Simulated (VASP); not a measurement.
Consider the following.

```
CELL_PARAMETERS angstrom
      0.00000     2.11084     2.11084
      2.11084     0.00000     2.11084
      2.11084     2.11084     0.00000
ATOMIC_POSITIONS crystal
  Mg 0.00000 0.00000 0.00000
  O  0.50000 0.50000 0.50000
```

All values below come from HSE06 screened hybrid, VASP's PBE PAW potentials (set 64) (plane waves; VASP). Settings: 400 eV cut-off, 9×9×9 Γ-centred mesh, Gaussian smearing of 0.010 eV, potentials Mg O.

At this cut-off the stress carries a Pulay error, which pulls relaxed volumes low.

Question: Give the stress tensor in GPa (positive for a compressed cell).

Answer: 
```
-7.37   0.00   0.00
 0.00  -7.37   0.00
 0.00   0.00  -7.37
```
The pressure is its mean diagonal, -7.37 GPa.

The structure comes from a computed database's MgO entry; how it stands against other phases isn't given here. The cell was not relaxed at this level.
